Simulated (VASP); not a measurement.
```yaml
crystal:
  lattice:
    - [0.00000, 2.76263, 2.76263]
    - [2.76263, 0.00000, 2.76263]
    - [2.76263, 2.76263, 0.00000]
  atoms:
    - { symbol: Ca, position: [0.00000, 0.00000, 0.00000] }
```

The numbers are results of PBE GGA, VASP's PBE PAW potentials (set 64) (plane waves; VASP), not measurements. Run with 480 eV cut-off, 10×10×10 Γ-centred mesh, first-order Methfessel-Paxton smearing of 0.10 eV, potentials Ca_sv.

Each relaxation starts from this cell; other phases were not tried.

Q: The cell is relaxed at 2 GPa. What happens?

A: The volume per atom goes from 42.17 to 38.34 Å³ (-9.1 %), and the cell becomes a = b = c = 5.353 Å, α = β = γ = 90.00°, space group Fm-3m.

Q: The cell is relaxed at 15 GPa. What happens?

A: The volume per atom goes from 42.17 to 27.23 Å³ (-35.4 %), and the cell becomes a = 4.776 Å, b = 4.776 Å, c = 4.776 Å, α = 90.00°, β = 90.00°, γ = 90.00°, space group Fm-3m.

Failed runs are left out, and for metals the shear rows, which the mesh's noise covers.

The compound is Ca in the fcc structure.
